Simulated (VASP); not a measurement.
VASP ran on this input.

KPOINTS:
```
Automatic mesh
0
Gamma
7 7 7
0 0 0
```

INCAR:
```
# general
SYSTEM    =  Ag2O
PREC      =  Accurate
ENCUT     =  520
LREAL     =  .FALSE.
LASPH     =  .TRUE.

# electronic loop
EDIFF     =  1E-7
NELM      =  100
ALGO      =  Normal
LMAXMIX   =  4

# smearing
ISMEAR    =  1
SIGMA     =  0.1

# functional
GGA       =  CX
LUSE_VDW  =  .TRUE.
AGGAC     =  0.0

# ions
ISIF      =  2

# output
LWAVE     =  .FALSE.
LCHARG    =  .FALSE.
```

POSCAR:
```
Ag2O
9.2502240
  0.5000000228   0.0000000000   0.0000000000
  0.0000000000   0.5000000228   0.0000000000
  0.0000000000   0.0000000000   0.5000000228
Ag O
4 2
Direct
  0.7500000000   0.2500000000   0.7500000000
  0.2500000000   0.7500000000   0.7500000000
  0.7500000000   0.7500000000   0.2500000000
  0.2500000000   0.2500000000   0.2500000000
  0.0000000000   0.0000000000   0.0000000000
  0.5000000000   0.5000000000   0.5000000000
```

POTCAR, in this order: Ag O (PBE.64 set). Program: vasp_std.

Write an equivalent input for Quantum ESPRESSO's pw.x.

One equivalent input (not run):
```
&CONTROL
  calculation = 'scf'
  pseudo_dir = './pseudo'
  outdir = './out'
  tprnfor = .true.
  tstress = .true.
/
&SYSTEM
  ibrav = 0
  nat = 6
  ntyp = 2
  ecutwfc = 84
  occupations = 'smearing'
  smearing = 'methfessel-paxton'
  degauss = 0.00735
  input_dft = 'vdw-df-cx'
/
&ELECTRONS
  conv_thr = 7.3e-09
  electron_maxstep = 100
/
ATOMIC_SPECIES
  Ag 107.868 Ag.upf
  O 15.999 O.upf
CELL_PARAMETERS angstrom
     4.6251122    0.0000000    0.0000000
     0.0000000    4.6251122    0.0000000
     0.0000000    0.0000000    4.6251122
ATOMIC_POSITIONS crystal
  Ag   0.7500000  0.2500000  0.7500000
  Ag   0.2500000  0.7500000  0.7500000
  Ag   0.7500000  0.7500000  0.2500000
  Ag   0.2500000  0.2500000  0.2500000
  O    0.0000000  0.0000000  0.0000000
  O    0.5000000  0.5000000  0.5000000
K_POINTS automatic
  7 7 7 0 0 0
```
The two are equivalent in intent, not identical: the potentials are each code's own (VASP's PAW set, PseudoDojo norm-conserving files in pw.x), so ENCUT and ecutwfc are chosen apart and not converted; conv_thr bounds pw.x's estimated SCF error, while EDIFF bounds the energy change between steps.

The compound is Ag2O in the cuprite structure. This cell is one point of a volume scan, at 0.94 of the reference volume.
